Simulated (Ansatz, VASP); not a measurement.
# Cross-check of CuPd (Skaergaardite) between VASP and Ansatz

Wanted: the spread between two codes on one cell, functional and k mesh. The cell is taken from a series of runs on this material, whose earlier steps may have relaxed, scaled, displaced or heated it; both programs get it as it stands.

Method: plane waves, with VASP 6.6.1 beside it; zone-centre phonons at PBEsol, in Ansatz 0.2.0.

## 1. The starting structure

The structure is cubic, space group Pm-3m (No. 221). The conventional cell has a = 2.962 Å, b = 2.962 Å, c = 2.962 Å, α = 90.00°, β = 90.00°, γ = 90.00°. Nearest to Cu lie 8 Pd at 2.57 Å. Nearest to Pd lie 8 Cu at 2.57 Å. Farther neighbours are not listed.

## 2. Ansatz: zone-centre phonons, PBEsol

Ansatz runs on its default PAW (the set named soft_2) files.

Second derivatives magnify differences that forces hide, and they need a tight electronic threshold.

The input, input.yaml:

```yaml
crystal:
  lattice:
    - [2.9620481756, 0.0, 0.0]
    - [0.0, 2.9620481756, 0.0]
    - [0.0, 0.0, 2.9620481756]
  atoms:
    - { symbol: Cu, position: [0.0, 0.0, 0.0] }
    - { symbol: Pd, position: [0.5, 0.5, 0.5] }
kpoints:
  mp_grid: { grid: [16, 16, 16] }
hamiltonian:
  xc: pbesol
scf:
  occupations: { method: fermi_dirac, width: 0.1 }
output:
  eigenvalues: true
phonons:
  method: dfpt
  qpoints:
    - [0, 0, 0]
    - [0.0, 0.0625, 0.0]
    - [0.0, 0.1875, 0.0]
    - [0.0, 0.3125, 0.0]
    - [0.0, 0.4375, 0.0]
```

Command:

```sh
ansatz run input.yaml --threads 4 --pin off --max-ram 8192MiB --backend cpu --events-out ev --progress --plain --runs-dir out
```

Numbers of over 12 decimals in the logs are rounded to 6 here.

The program printed:

```text
Engine: ansatz 0.2.0, aarch64-unknown-linux-gnu
Pseudopotentials: kind: paw
Pseudopotential: Cu, paw, valence charge 19, recommended cutoff 420 eV (normal), Cu.paw.azcp
Pseudopotential: Pd, paw, valence charge 18, recommended cutoff 420 eV (normal), Pd.paw.azcp
Functional definition: PBEsol
  exchange = pbesol_x
  correlation = pbesol_c
Crystal: 2 atoms, lattice volume = 25.988 Å³
Basis set: ecut = 420 eV, 485 PW (Γ), exchange–correlation on 40×40×40 points (8 copies of the dense FFT grid, shifted against one another)
Bands: 23, of which v1, the nominal top of the filled ones, is band 19 counted from 1 (18 counted from 0)
Symmetry: 48 space group operations
k-points: 165 of 4096
Non-local potential: Cu, projectors of the file, l = 0: 3, l = 1: 2, l = 2: 3, l = 3: 1
Non-local potential: Pd, projectors of the file, l = 0: 2, l = 1: 2, l = 2: 2, l = 3: 1
PAW form: soft (Blöchl's): semilocal exchange-correlation on the pseudo side does not see the compensation charge
PAW frozen core: Cu, regenerated for the run's functional, and the local potential with it (the file was generated under x = pbe(κ = 0.804, μ = 0.219515), c = pbe(β = 0.066725))
PAW frozen core: Pd, regenerated for the run's functional, and the local potential with it (the file was generated under x = pbe(κ = 0.804, μ = 0.219515), c = pbe(β = 0.066725))
PAW one-centre angular grid: Cu, 590 points (default); XC on 64 Gauss nodes
PAW one-centre angular grid: Pd, 590 points (default); XC on 64 Gauss nodes
Initial density: superposition of atomic densities (neutral atoms: chi_scale 0, normalization atom), corrected by the library's trained network
Initial wavefunctions: pseudopotential atomic-orbital guess
Functional: x = pbesol(κ = 0.804, μ = 0.123457), c = pbesol(β = 0.046)
SCF iter   1: F=—  HF=-13495.670790 eV  |F-HF|=—  |Δ(HF+E_count)|=         —  Δρ=1.53e-2  dr2=3.62e-2  ethr=1.77e-3  ⟨swp⟩=5.5  Hψ=15752  notcnv=0
preconditioner: auto → none  [metal: Δε(μ)=0.008 eV  Ē_g=10.840 eV  σ=0.100 eV  W_gap=0.02  n_scr=6 (ndim 8)  ℏωp=33.4 eV  f_vac=0.000  D(μ)=1.38/eV (n_scr^D=18)  sad-step TF]
SCF iter   2: F=—  HF=-13495.663829 eV  |F-HF|=—  |Δ(HF+E_count)|=   6.96e-3  Δρ=4.98e-3  dr2=5.63e-3  ethr=9.78e-5  ⟨swp⟩=2.4  Hψ=7117  notcnv=0  defer=1
SCF iter   3: F=—  HF=-13495.662592 eV  |F-HF|=—  |Δ(HF+E_count)|=   1.24e-3  Δρ=1.00e-3  dr2=1.20e-4  ethr=1.52e-5  ⟨swp⟩=2.4  Hψ=5801  notcnv=0  defer=1
SCF iter   4: F=—  HF=-13495.662557 eV  |F-HF|=—  |Δ(HF+E_count)|=   3.47e-5  Δρ=2.09e-4  dr2=1.04e-5  ethr=3.24e-7  ⟨swp⟩=1.8  Hψ=4914  notcnv=0  defer=1
SCF iter   5: F=—  HF=-13495.662555 eV  |F-HF|=—  |Δ(HF+E_count)|=   1.54e-6  Δρ=2.79e-5  dr2=1.42e-7  ethr=2.80e-8  ⟨swp⟩=2.2  Hψ=5132  notcnv=0  defer=1
SCF iter   6: F=—  HF=-13495.662552 eV  |F-HF|=—  |Δ(HF+E_count)|=   3.51e-6  Δρ=1.75e-6  dr2=5.45e-10  ethr=3.84e-10  ⟨swp⟩=2.2  Hψ=5501  notcnv=0  defer=1
SCF iter   7: F=-13495.662552 eV  HF=-13495.662552 eV  |F-HF|=3.64e-12  |Δ(HF+E_count)|=  2.91e-11  Δρ=1.35e-7  dr2=8.82e-13  ethr=1.00e-12  ⟨swp⟩=4.4  Hψ=19523  notcnv=0
SCF 1 converged in 7 iterations: F = -13495.662552 eV  dr2 = 8.82e-13
  greatest PAW one-centre occupation: 1.000 electrons in one spin orbital (limit 2), on the Cu atom at site 0 (counted from 0), in its partial waves of l = 0
NSCF: frozen V_eff on 165 k-points
NSCF: frozen V_eff on 405 k-points
DFPT response loops at q = (0, 0, 0) (fractional): preconditioner auto → Kerker (q_TF=auto, 2.894 Å⁻¹) (partly filled bands, converged f_vac=0.000); β = 1.00, the filter's whole step (`scf.mixing.beta` (0.50) is not read by the response loops under this deck's `scf.mixing.preconditioner`; to damp them name `kerker` or `kerker_dos`, under which they read `scf.mixing.beta`, and type it under 1.00, their step now; both keys bind the ground state too); Broyden in place of MSR1
NSCF: frozen V_eff on 2592 k-points
DFPT response loops at q = (0, 0.0625, 0) (fractional): mixed as the last ones told, above
NSCF: frozen V_eff on 2592 k-points
DFPT response loops at q = (0, 0.1875, 0) (fractional): mixed as the last ones told, above
NSCF: frozen V_eff on 2592 k-points
DFPT response loops at q = (0, 0.3125, 0) (fractional): mixed as the last ones told, above
NSCF: frozen V_eff on 2592 k-points
DFPT response loops at q = (0, 0.4375, 0) (fractional): mixed as the last ones told, above
SCF converged after 7 iterations
Free energy (F): -13495.662552 eV
Harris-Foulkes:  -13495.662552 eV  (|F-HF|=3.64e-12)
Internal energy: -13495.614746 eV  (E = F + TS)
E sigma→0 (E₀):  -13495.638649 eV
Entropy (-TS):   -0.047806 eV (-23.903 meV/atom)
Fermi energy:    18.485900 eV
--- Per-component energies (eV) ---
  E_band       = -470.234951
  E_kinetic    = 814.932549
  E_local      = -5803.652294  (includes V_loc(G=0)·N_el)
  E_nonlocal   = 612.345635
  E_hartree    = 2507.135506
  E_xc         = -257.032424
  E_vxc        = -327.000073  (∫ρ·V_xc dr)
  E_paw        = -5312.394587  (= ΣΔE_a)
  E_vpaw       = -781.132354  (= ΣTr[D̂ρ^β])
  E_aug_tail   = 0.000571  (compensation charges beyond the density's cutoff)
  E_ewald      = -6057.458429
  E_core_change = 0.508726  (= ΣΔE_core)
  E_smearing   = -0.047806  (= −TS)
  E_closure    = -0.000000  (closes the sum)
  Σ components = -13495.662552   (vs F -13495.662552, Δ=0.00e0)
--- Band table (eV; the first three rows and the last of 165) ---
  k-point 0: bands = [... 15 lower, 17.2991, 18.3063, 18.3063, 18.3063, 27.4129, 27.4129, 27.4129, 34.6439]
  k-point 1: bands = [... 15 lower, 17.3121, 18.2315, 18.2315, 18.2835, 26.9303, 27.5739, 27.5739, 34.5818]
  k-point 2: bands = [... 15 lower, 17.3500, 18.0257, 18.0257, 18.2163, 25.7872, 28.0370, 28.0370, 34.4051]
  k-point 164: bands = [... 15 lower, 17.1813, 18.2253, 18.2253, 24.8850, 26.4435, 26.4435, 26.4435, 27.8870]
--- Phonons (Γ-DFPT): 2 representative perturbations + reference (Σ response iterations 8) ---
  ASR residual: 3.113e-4 → 0.000e0 eV/Å²; symmetrization residual: 3.850e-7 eV/Å²
  ASR residual per site (eV/Å²): 1.00e-4 3.11e-4
  Γ frequencies (cm⁻¹): 0.00 0.00 0.00 223.80 223.80 223.80
  non-analytic LO–TO correction: not included (Born effective charges unavailable; polar crystals: no LO–TO splitting at Γ)
--- Phonons (arbitrary-q DFPT): 5 explicit q-points ---
  q = [0, 0, 0] (of the zone-centre solve; hermiticity 1.05e-7, symmetrization 5.11e-12): -0.00 0.00 0.00 223.80 223.80 223.80
  q = [0, 0.0625, 0] (4 solved perturbations in 4032 linear systems a pass and spin channel, the states on 1296 of 4096 k-point pairs; hermiticity 2.47e-7, symmetrization 4.37e-11): 22.35 22.35 30.35 222.97 222.97 224.06
  q = [0, 0.1875, 0] (4 solved perturbations in 4032 linear systems a pass and spin channel, the states on 1296 of 4096 k-point pairs; hermiticity 2.03e-6, symmetrization 4.81e-11): 65.64 65.64 86.53 216.41 216.41 222.73
  q = [0, 0.3125, 0] (4 solved perturbations in 4032 linear systems a pass and spin channel, the states on 1296 of 4096 k-point pairs; hermiticity 1.03e-6, symmetrization 1.78e-10): 104.13 104.13 133.85 204.34 204.34 215.08
  q = [0, 0.4375, 0] (4 solved perturbations in 4032 linear systems a pass and spin channel, the states on 1296 of 4096 k-point pairs; hermiticity 1.18e-6, symmetrization 6.50e-11): 131.64 131.64 167.92 190.85 190.85 201.13
  sum rule: each row above includes the acoustic sum rule's correction from the zone centre's row sums; it moved no ω² by more than (0.89 cm⁻¹)²
```

(Continued in part 2 of 2.)

[Lines on the potential files, build, host, timing and source positions are cut from VASP's logs without a mark.]

[Logs are printed without paths, hosts, clocks, repeated set-up lines and the standing remarks that a program may print on its own settings, such as how far it seeks lower states.]

[Hosts, paths, dates, database ids (printed as entryN), source tags and the programs' standing remarks are cut or masked in the printed files.]
